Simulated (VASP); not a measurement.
Level of theory: r2SCAN meta-GGA, VASP's PBE PAW potentials (set 64) (plane waves; VASP).

A VASP calculation is set up with these files.

### KPOINTS_OPT
```
k-points along high-symmetry lines
6
Line-mode
Reciprocal
  0.000000   0.000000   0.000000 ! GAMMA
  0.000000   0.500000   0.000000 ! M

  0.000000   0.500000   0.000000 ! M
 -0.333333   0.666667   0.000000 ! K

 -0.333333   0.666667   0.000000 ! K
  0.000000   0.000000   0.000000 ! GAMMA

  0.000000   0.000000   0.000000 ! GAMMA
  0.000000   0.000000   0.500000 ! A

  0.000000   0.000000   0.500000 ! A
  0.000000   0.500000   0.500000 ! L

  0.000000   0.500000   0.500000 ! L
 -0.333333   0.666667   0.500000 ! H

 -0.333333   0.666667   0.500000 ! H
  0.000000   0.000000   0.500000 ! A

  0.000000   0.500000   0.500000 ! L
  0.000000   0.500000   0.000000 ! M

 -0.333333   0.666667   0.500000 ! H
 -0.333333   0.666667   0.000000 ! K
```

### INCAR
```
SYSTEM = Tb
PREC = Accurate
ENCUT = 520
EDIFF = 1E-7
NELM = 100
ALGO = Normal
LREAL = .FALSE.
LASPH = .TRUE.
ISMEAR = -5
METAGGA = R2SCAN
LMIXTAU = .TRUE.
LMAXMIX = 6
LWAVE = .FALSE.
LCHARG = .FALSE.
LORBIT = 11
NEDOS = 601
ISIF = 2
```

### KPOINTS
```
K-points
0
gamma
13 13 8
0 0 0
```

**POSCAR**
```
Tb
1
    1.8358360714    -3.1797608693    -0.0000000000
    1.8358360714     3.1797608693    -0.0000000000
    0.0000000000     0.0000000000     5.6045955640
Tb
2
Direct
  0.3333330000   0.6666670000   0.2500000000
  0.6666670000   0.3333330000   0.7500000000
```

POTCAR, in this order: Tb_3 (PBE.64 set). Program: vasp_std.

The 4f electrons are frozen in the core of the lanthanide potential, so 4f levels, which can set the real gap, and their magnetism are missing.

Task: What does the run give for the energy per atom (σ→0), band gap (over mesh and band path)?

Result: 
```yaml
energy per atom (σ→0): -31.218 eV/atom
band gap (over mesh and band path): none (metal, semimetal or under 0.01 eV)
```

### OSZICAR
```
...
DAV:  27    -0.624351778243E+02    0.14622E-04   -0.72972E-07  3090   0.109E-02    0.880E-03
DAV:  28    -0.624351758279E+02    0.19965E-05   -0.51807E-07  2865   0.571E-03    0.548E-03
DAV:  29    -0.624351750549E+02    0.77300E-06   -0.89898E-08  1655   0.294E-03    0.130E-03
DAV:  30    -0.624351737301E+02    0.13248E-05   -0.56144E-08  1465   0.327E-03    0.121E-03
DAV:  31    -0.624351739822E+02   -0.25208E-06   -0.92115E-09  1440   0.980E-04    0.826E-05
DAV:  32    -0.624351740112E+02   -0.28992E-07   -0.18139E-09  1440   0.489E-04
   1 F= -.62435174E+02 E0= -.62435174E+02  d E =0.000000E+00
       N       E                     dE             ncg
```

The compound is Tb in the hcp structure. It was relaxed first.
